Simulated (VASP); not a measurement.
All values below come from PBE0 hybrid, VASP's PBE PAW potentials (set 64) (plane waves; VASP 6.6.1).

VASP ran on this input.

File POSCAR:
```
Na2S
1
    0.0000000000     3.2998420000     3.2998420000
    3.2998420000     0.0000000000     3.2998420000
    3.2998420000     3.2998420000     0.0000000000
Na S
2 1
Direct
  0.2500000000   0.2500000000   0.2500000000
  0.7500000000   0.7500000000   0.7500000000
  0.0000000000   0.0000000000   0.0000000000
```

### INCAR
```
AEXX = 0.25
ALGO = Normal
EDIFF = 1E-6
ENCUT = 300
GGA = PE
HFRCUT = -1
ISIF = 2
ISMEAR = 0
ISYM = 3
LASPH = .True.
LCHARG = .False.
LHFCALC = .True.
LREAL = .False.
LWAVE = .False.
NELM = 100
PREC = Accurate
PRECFOCK = Fast
SIGMA = 0.01
SYSTEM = Na2S
```

### KPOINTS
```
Automatic mesh
0
Gamma
3 3 3
0 0 0
```

POTCAR, in this order: Na_pv S (PBE.64 set). Program: vasp_std.

Gaps are read on the run's mesh, which can miss a band edge.

What does the run give for the energy per atom (σ→0), band gap (on the k-mesh)?

```json
{
  "energy per atom (σ→0)": "-4.121 eV/atom",
  "band gap (on the k-mesh)": "4.08 eV"
}
```

File OSZICAR:
```
...
DAV:  18    -0.123616717843E+02   -0.27583E-04   -0.69662E-06   118   0.136E-02    0.249E-02
DAV:  19    -0.123616871447E+02   -0.15360E-04   -0.39024E-06   112   0.981E-03    0.174E-02
DAV:  20    -0.123616956547E+02   -0.85100E-05   -0.21836E-06   110   0.712E-03    0.120E-02
DAV:  21    -0.123617003431E+02   -0.46883E-05   -0.12111E-06   104   0.520E-03    0.818E-03
DAV:  22    -0.123617029215E+02   -0.25785E-05   -0.66674E-07   102   0.380E-03    0.555E-03
DAV:  23    -0.123617043347E+02   -0.14131E-05   -0.36454E-07    80   0.285E-03    0.373E-03
DAV:  24    -0.123617051070E+02   -0.77238E-06   -0.20761E-07    86   0.225E-03
   1 F= -.12361705E+02 E0= -.12361705E+02  d E =-.155287E-25
```

The structure comes from a computed database's Na2S entry; how it stands against other phases isn't given here. The cell was not relaxed at this level. The k-mesh is coarse (spacing up to 0.55 per Å, 2π included), so the numbers may not be converged in it. The run is one of a series of settings (KPOINTS 3×3×3 Γ-centred mesh against the base run), some of them coarse on purpose.
